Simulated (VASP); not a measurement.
Given:

```xyz
2
Lattice="-3.0133 3.0133 1.6625 3.0133 -3.0133 1.6625 3.0133 3.0133 -1.6625" Properties=species:S:1:pos:R:3 pbc="T T T"
Tb     0.0000     3.0133     0.8312
Tb     0.0000     0.0000     0.0000
```

Computed with PBEsol GGA, VASP's PBE PAW potentials (set 64) (plane waves; VASP). Settings: 400 eV cut-off, 11×11×11 Γ-centred mesh, first-order Methfessel-Paxton smearing of 0.10 eV, potentials Tb_3.

The 4f electrons are frozen in the core of the lanthanide potential, so 4f levels, which can set the real gap, and their magnetism are missing.

**Question.** Predict the energy per atom (σ→0), band gap (on the k-mesh) with the smallest direct gap where there is one.

**Answer.** 
- band gap (on the k-mesh) = none (metal, semimetal or under 0.01 eV)
- energy per atom (σ→0) = -4.559 eV/atom

The absolute energy has meaning only against runs of the same code, potentials and settings.

The structure was generated: Tb was put into the beta-Sn type (I4_1/amd), which need not be its known phase. It was relaxed first, which changed the volume by -10 %. The start is the result of an earlier pass.
